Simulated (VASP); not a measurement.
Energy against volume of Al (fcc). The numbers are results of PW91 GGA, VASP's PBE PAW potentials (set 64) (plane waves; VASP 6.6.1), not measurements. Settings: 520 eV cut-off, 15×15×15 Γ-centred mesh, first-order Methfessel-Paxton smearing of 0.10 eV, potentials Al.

| V (Å³/atom) | E (eV/atom) |
|---|---|
| 15.518 | -3.66774 |
| 16.013 | -3.68052 |
| 16.508 | -3.68473 |
| 17.004 | -3.68191 |

### Question
Fit these four points and predict the energy of the run at 17.499 Å³/atom.

### Answer
A cubic in V^(−2/3), the third-order Birch-Murnaghan form, passes through the four points with V0 = 16.54 Å³/atom and B0 = 75 GPa, and gives -3.6734 eV/atom there. The run gave -3.6735 eV/atom, -0.1 meV/atom from the fit; all five points give B0 = 74 GPa.

The compound is Al in the fcc structure. It was relaxed first.
